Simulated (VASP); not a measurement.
All values below come from PBEsol GGA, VASP's PBE PAW potentials (set 64) (plane waves; VASP).

The input files of a VASP run:

**INCAR**
```
SYSTEM=Ni(111) slab
PREC=Normal; ENCUT=400; LREAL=.FALSE.
LASPH=.TRUE.
EDIFF=1E-6; NELM=100; NELMIN=4
ALGO=Normal; LMAXMIX=4
ISMEAR=1; SIGMA=0.1
GGA=PS
MAGMOM=0.8 0.8 0.8 0.8 0.8
ISPIN=2
LWAVE=.FALSE.; LCHARG=.FALSE.; LORBIT=11
LVHAR=.TRUE.
DIPOL=0.5 0.5 0.5
LDIPOL=.TRUE.; IDIPOL=3
```

**POSCAR**
```
Ni(111) slab
1.0
  2.4470455194   0.0000000000   0.0000000000
 -1.2235227597   2.1192034991   0.0000000000
  0.0000000000   0.0000000000  24.7370870599
Ni
5
Direct
  0.6666670000   0.3333330000   0.3393610448
  0.3333330000   0.6666670000   0.4191336387
  0.0000000000   0.0000000000   0.5000000000
  0.6666670000   0.3333330000   0.5808663613
  0.3333330000   0.6666670000   0.6606389552
```

### KPOINTS
```
kpoints
0
Gamma
13 13 1
0 0 0
```

POTCAR, in this order: Ni (PBE.64 set). Program: vasp_std. Read from the step before: WAVECAR.

Output

**OSZICAR**
```
       N       E                     dE             d eps       ncg     rms          rms(c)
DAV:   1    -0.292142159002E+02   -0.29214E+02   -0.10181E-02  4024   0.173E+00    0.897E-01
DAV:   2    -0.295810345401E+02   -0.36682E+00   -0.15242E+00  3360   0.220E+01    0.119E+01
DAV:   3    -0.292046228977E+02    0.37641E+00   -0.13232E+00  3304   0.185E+01    0.620E-01
DAV:   4    -0.292112289399E+02   -0.66060E-02   -0.20143E-02  3072   0.245E+00    0.429E-01
DAV:   5    -0.292112925709E+02   -0.63631E-04   -0.31927E-03  3088   0.101E+00    0.527E-02
DAV:   6    -0.292114129972E+02   -0.12043E-03   -0.23513E-04  2944   0.167E-01    0.417E-02
DAV:   7    -0.292114195693E+02   -0.65720E-05   -0.21540E-05  3248   0.648E-02    0.255E-02
DAV:   8    -0.292114245355E+02   -0.49662E-05   -0.46204E-06  2008   0.279E-02    0.817E-03
DAV:   9    -0.292114323459E+02   -0.78104E-05   -0.24273E-06  2104   0.162E-02    0.322E-03
DAV:  10    -0.292114387572E+02   -0.64113E-05   -0.87062E-07  1992   0.126E-02    0.192E-03
DAV:  11    -0.292114428580E+02   -0.41009E-05   -0.17505E-07  1840   0.349E-03    0.158E-03
DAV:  12    -0.292114479773E+02   -0.51193E-05   -0.10394E-07  1808   0.313E-03    0.538E-04
DAV:  13    -0.292114504071E+02   -0.24298E-05   -0.46011E-08  1784   0.247E-03    0.813E-04
DAV:  14    -0.292114525350E+02   -0.21278E-05   -0.30928E-08  1648   0.224E-03    0.237E-04
DAV:  15    -0.292114532448E+02   -0.70982E-06   -0.14313E-08  1752   0.857E-04
   1 F= -.29211453E+02 E0= -.29211792E+02  d E =0.101749E-02  mag=     3.1049
```

File OUTCAR:
```
------------------------ aborting loop because EDIFF is reached ----------------------------------------
  FORCE on cell =-STRESS in cart. coord.  units (eV):
  Direction    XX          YY          ZZ          XY          YZ          ZX
  --------------------------------------------------------------------------------------
  Total       -1.8510046     -1.8510045     -0.3558983      0.0000000      0.0000000      0.0000000
  in kB      -23.1182429    -23.1182411     -4.4450144      0.0000000      0.0000000      0.0000000
  external PRESSURE =     -16.8938328 kB  Pullay stress =       0.0000000 kB
  volume of cell :      128.28
      direct lattice vectors                 reciprocal lattice vectors
     2.447045519  0.000000000  0.000000000     0.408656068  0.235937700  0.000000000
    -1.223522760  2.119203499  0.000000000     0.000000000  0.471875401  0.000000000
     0.000000000  0.000000000 24.737087060     0.000000000  0.000000000  0.040425132
 POSITION                                       TOTAL-FORCE (eV/Angst)
 -----------------------------------------------------------------------------------
      1.22352      0.70640      8.39480        -0.000000     -0.000000      0.008328
     -0.00000      1.41280     10.36815        -0.000000     -0.000000      0.020299
      0.00000      0.00000     12.36854         0.000000     -0.000000      0.000000
      1.22352      0.70640     14.36894         0.000000     -0.000000     -0.020299
     -0.00000      1.41280     16.34228        -0.000000      0.000000     -0.008328
 -----------------------------------------------------------------------------------
    total drift:                                0.000000      0.000000      0.000000
  FREE ENERGIE OF THE ION-ELECTRON SYSTEM (eV)
  ---------------------------------------------------
  free  energy   TOTEN  =       -29.2114532448 eV

  energy  without entropy=      -29.2124707367  energy(sigma->0) =      -29.21179241

 total charge

# of ion       s       p       d       tot
------------------------------------------
    1        0.512   0.423   8.322   9.256
    2        0.520   0.548   8.338   9.406
    3        0.522   0.544   8.334   9.400
    4        0.520   0.548   8.338   9.406
    5        0.512   0.423   8.322   9.256
--------------------------------------------------
tot          2.585   2.486  41.653  46.724

 magnetization (x)

# of ion       s       p       d       tot
------------------------------------------
    1       -0.007  -0.026   0.668   0.635
    2       -0.007  -0.026   0.671   0.638
    3       -0.008  -0.028   0.651   0.616
    4       -0.007  -0.026   0.671   0.638
    5       -0.007  -0.026   0.668   0.635
--------------------------------------------------
tot         -0.036  -0.133   3.331   3.162
```
(Selected blocks of OUTCAR.)

The cell is a thin slab with vacuum, built from Ni (fcc): (111) face.
